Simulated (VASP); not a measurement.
Data:

```
CELL_PARAMETERS angstrom
      0.00000     1.90000     1.90000
      1.90000     0.00000     1.90000
      1.90000     1.90000     0.00000
ATOMIC_POSITIONS crystal
  Rh 0.00000 0.00000 0.00000
```

All values below come from PBE GGA, VASP's PBE PAW potentials (set 64) (plane waves; VASP). Run with 300 eV cut-off, 15×15×15 Γ-centred mesh, Gaussian smearing of 0.20 eV, potentials Rh_pv.

At this cut-off the stress carries a Pulay error, which pulls relaxed volumes low.

Q: Give the stress tensor in GPa (positive for a compressed cell).

A: 
```
6.17  0.00  0.00
0.00  6.17  0.00
0.00  0.00  6.17
```
The pressure is its mean diagonal, 6.17 GPa.

The structure is a typed Rh crystal (Fm-3m). The cell was not relaxed at this level.
